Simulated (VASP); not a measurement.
VASP ran on this input.

KPOINTS:
```
Automatic mesh
0
Gamma
9 9 10
0 0 0
```

**POSCAR**
```
In
1.0
 -1.5925000000   1.5925000000   2.4255000000
  1.5925000000  -1.5925000000   2.4255000000
  1.5925000000   1.5925000000  -2.4255000000
In
1
Direct
  0.0000000000   0.0000000000   0.0000000000
```

**INCAR**
```
SYSTEM = In
PREC = Accurate; ENCUT = 300; LREAL = .False.
LASPH = .True.
EDIFF = 1E-6; NELM = 100; ALGO = Normal
LMAXMIX = 4
ISMEAR = -1; SIGMA = 0.1
GGA = PE
ISIF = 2
LWAVE = .False.; LCHARG = .False.
```

POTCAR, in this order: In_d (PBE.64 set). Program: vasp_std.

Q: Write an equivalent input for Ansatz.

A: One equivalent input (not run):
Ansatz 0.2 input:
```yaml
crystal:
  lattice:
    - [-1.5925000, 1.5925000, 2.4255000]
    - [1.5925000, -1.5925000, 2.4255000]
    - [1.5925000, 1.5925000, -2.4255000]
  atoms:
    - { symbol: In, position: [0.0000000, 0.0000000, 0.0000000] }
kpoints:
  mp_grid: { grid: [9, 9, 10] }
hamiltonian:
  xc: pbe
  pseudopotentials: { kind: paw }
scf:
  occupations: { method: fermi_dirac, width: 0.1 }
  max_iter: 100
output: { forces: true, stress: true, eigenvalues: true }
```
Limits of the translation: each code has its own PAW files, so the cut-off isn't converted (ENCUT is set for VASP's; basis.ecutwfc is left out, and Ansatz then takes the one that its files recommend); Ansatz stops its SCF on the density residual and VASP on the energy change (EDIFF).

The structure is a typed In crystal. The cell was not relaxed at this level, and its volume differs by -5.9 % from the start's.
